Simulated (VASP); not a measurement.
An input for Ansatz (written as the equivalent of a VASP run, and not itself run):

Ansatz 0.2 input:
```yaml
crystal:
  lattice:
    - [0.0000000, 3.0500000, 3.0500000]
    - [3.0500000, 0.0000000, 3.0500000]
    - [3.0500000, 3.0500000, 0.0000000]
  atoms:
    - { symbol: Ga, position: [0.0000000, 0.0000000, 0.0000000] }
    - { symbol: Sb, position: [0.2500000, 0.2500000, 0.2500000] }
kpoints:
  mp_grid: { grid: [7, 7, 7] }
hamiltonian:
  xc: r2scan
  pseudopotentials: { kind: paw }
scf:
  occupations: { method: gaussian, width: 0.05 }
  max_iter: 100
relax:
  max_steps: 60
  f_tol: 0.01
  cell: {}
output: { forces: true, stress: true, eigenvalues: true }
```

Translate this input to VASP (INCAR, KPOINTS, POSCAR, choice of POTCAR).

One answer among several that fit: 
### KPOINTS
```
Automatic
0
gamma
7 7 7
```

INCAR:
```
# general
SYSTEM  = GaSb
PREC    = Accurate
ENCUT   = 400
LREAL   = .FALSE.   # projection in real space or not
LASPH   = .TRUE.   # aspherical one-centre terms

# electronic loop
EDIFF   = 1E-6
NELM    = 100   # most electronic steps
ALGO    = Normal
LMAXMIX = 4   # l cut-off of mixed one-centre charges
LMIXTAU = .TRUE.

# smearing
ISMEAR  = 0   # Gaussian
SIGMA   = 0.05   # width (eV)

# functional
METAGGA = R2SCAN

# ions
IBRION  = 2
NSW     = 60   # most ionic steps
ISIF    = 3   # ions, shape and volume
EDIFFG  = -0.01   # ionic stop

# output
LWAVE   = .FALSE.
LCHARG  = .FALSE.
```

File POSCAR:
```
GaSb
1
    0.0000000000     3.0500000000     3.0500000000
    3.0500000000     0.0000000000     3.0500000000
    3.0500000000     3.0500000000     0.0000000000
Ga Sb
1 1
Direct
  0.0000000000   0.0000000000   0.0000000000
  0.2500000000   0.2500000000   0.2500000000
```

POTCAR, in this order: Ga_d Sb (PBE.64 set). Program: vasp_std.

What does not carry over: each code has its own PAW files, so the cut-off isn't converted (ENCUT is set for VASP's; basis.ecutwfc is left out, and Ansatz then takes the one that its files recommend); Ansatz stops its SCF on the density residual and VASP on the energy change (EDIFF).

The compound is GaSb in the zinc blende structure. This run relaxes it. Symmetry was kept, so distortions that lower it aren't found.
